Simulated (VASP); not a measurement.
Computed with vdW-DF-cx, VASP's PBE PAW potentials (set 64) (plane waves; VASP).

A VASP calculation is set up with these files.

**KPOINTS**
```
Automatic mesh
0
gamma
16 16 16
```

### INCAR
```
AGGAC = 0.0
ALGO = Normal
EDIFF = 1E-7
ENCUT = 520
GGA = CX
ISIF = 2
ISMEAR = 1
LASPH = .TRUE.
LCHARG = .FALSE.
LMAXMIX = 4
LREAL = .FALSE.
LUSE_VDW = .TRUE.
LWAVE = .FALSE.
NELM = 100
PREC = Accurate
SIGMA = 0.1
SYSTEM = Pd
```

POSCAR:
```
Pd
1
    0.0000000000     1.9217670663     1.9217670663
    1.9217670663     0.0000000000     1.9217670663
    1.9217670663     1.9217670663     0.0000000000
Pd
1
Direct
  0.0000000000   0.0000000000   0.0000000000
```

POTCAR, in this order: Pd (PBE.64 set). Program: vasp_std.

Output of the run:

### OSZICAR
```
       N       E                     dE             d eps       ncg     rms          rms(c)
DAV:   1     0.403727845162E+02    0.40373E+02   -0.53812E+03  2642   0.105E+03
DAV:   2    -0.256224825349E+01   -0.42935E+02   -0.41761E+02  2840   0.194E+02
DAV:   3    -0.290774478441E+01   -0.34550E+00   -0.34428E+00  3005   0.205E+01
DAV:   4    -0.290935377763E+01   -0.16090E-02   -0.16089E-02  3165   0.130E+00
DAV:   5    -0.290937082254E+01   -0.17045E-04   -0.17045E-04  3045   0.110E-01    0.900E+00
DAV:   6    -0.259131436799E+01    0.31806E+00   -0.14071E+00  2675   0.113E+01    0.420E+00
DAV:   7    -0.257687928783E+01    0.14435E-01   -0.12289E-02  2969   0.101E+00    0.215E+00
DAV:   8    -0.257194827497E+01    0.49310E-02   -0.13487E-03  2877   0.306E-01    0.657E-02
DAV:   9    -0.257195176867E+01   -0.34937E-05   -0.11571E-05  3704   0.361E-02    0.117E-02
DAV:  10    -0.257195606285E+01   -0.42942E-05   -0.15840E-06  2943   0.125E-02    0.185E-03
DAV:  11    -0.257195598728E+01    0.75567E-07   -0.20347E-08  1871   0.139E-03
   1 F= -.25719560E+01 E0= -.25719790E+01  d E =0.689909E-04
```

### OUTCAR
```
------------------------ aborting loop because EDIFF is reached ----------------------------------------
  FORCE on cell =-STRESS in cart. coord.  units (eV):
  Direction    XX          YY          ZZ          XY          YZ          ZX
  --------------------------------------------------------------------------------------
  Total        0.5813267      0.5813267      0.5813267      0.0000000      0.0000000      0.0000000
  in kB       65.6143216     65.6143216     65.6143216      0.0000000      0.0000000      0.0000000
  external PRESSURE =      65.6143216 kB  Pullay stress =       0.0000000 kB
  volume of cell :       14.19
      direct lattice vectors                 reciprocal lattice vectors
     0.000000000  1.921767066  1.921767066    -0.260177213  0.260177213  0.260177213
     1.921767066  0.000000000  1.921767066     0.260177213 -0.260177213  0.260177213
     1.921767066  1.921767066  0.000000000     0.260177213  0.260177213 -0.260177213
 POSITION                                       TOTAL-FORCE (eV/Angst)
 -----------------------------------------------------------------------------------
      0.00000      0.00000      0.00000         0.000000      0.000000     -0.000000
 -----------------------------------------------------------------------------------
    total drift:                               -0.000000     -0.000000     -0.000000
  FREE ENERGIE OF THE ION-ELECTRON SYSTEM (eV)
  ---------------------------------------------------
  free  energy   TOTEN  =        -2.5719559873 eV

  energy  without entropy=       -2.5720249782  energy(sigma->0) =       -2.57197898
```
(Selected blocks of OUTCAR.)

The compound is Pd in the fcc structure. This cell is one point of a volume scan, at 0.97 of the reference volume.
